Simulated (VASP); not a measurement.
Level of theory: optB88-vdW, VASP's PBE PAW potentials (set 64) (plane waves; VASP).

A VASP calculation is set up with these files.

File POSCAR:
```
CdS
1
    0.0000000000     2.9874294161     2.9874294161
    2.9874294161     0.0000000000     2.9874294161
    2.9874294161     2.9874294161     0.0000000000
Cd S
1 1
Direct
  0.0000000000   0.0000000000   0.0000000000
  0.2500000000   0.2500000000   0.2500000000
```

File KPOINTS:
```
kpoints
0
G
8 8 8
```

### INCAR
```
NELM  =  100   # most electronic steps
LREAL  =  F
PARAM1  =  0.1833333333
LUSE_VDW  =  T
ISIF  =  2
ALGO  =  Normal
LCHARG  =  F
AGGAC  =  0.0
ISMEAR  =  0   # Gaussian
PARAM2  =  0.22
PREC  =  Accurate
ENCUT  =  520
EDIFF  =  1E-7   # SCF stop (eV)
SYSTEM  =  CdS
LASPH  =  T
LMAXMIX  =  4
LWAVE  =  F
GGA  =  BO
SIGMA  =  0.05   # width (eV)
```

POTCAR, in this order: Cd S (PBE.64 set). Program: vasp_std.

Question: What does the run give for the energy per atom (σ→0), pressure, band gap (on the k-mesh)?

Answer: 
* **energy per atom (σ→0)**: -0.662 eV/atom
* **band gap (on the k-mesh)**: 0.85 eV
* **pressure**: -1.54 GPa

### OSZICAR
```
...
DAV:   8    -0.132421929174E+01    0.46157E-03   -0.15505E-02   784   0.183E+00    0.249E-01
DAV:   9    -0.132398483930E+01    0.23445E-03   -0.18744E-03   854   0.670E-01    0.695E-02
DAV:  10    -0.132408579235E+01   -0.10095E-03   -0.23002E-04   814   0.152E-01    0.717E-02
DAV:  11    -0.132412212994E+01   -0.36338E-04   -0.58958E-05   779   0.925E-02    0.115E-02
DAV:  12    -0.132411614750E+01    0.59824E-05   -0.19360E-05   975   0.603E-02    0.625E-03
DAV:  13    -0.132411628077E+01   -0.13328E-06   -0.13025E-06   784   0.926E-03    0.222E-03
DAV:  14    -0.132411623878E+01    0.41998E-07   -0.29416E-08   607   0.211E-03
   1 F= -.13241162E+01 E0= -.13241162E+01  d E =-.525551E-11
```

The compound is CdS in the zinc blende structure, a metastable form; wurtzite is the usual one. This cell is one point of a volume scan, at 1.03 of the reference volume.
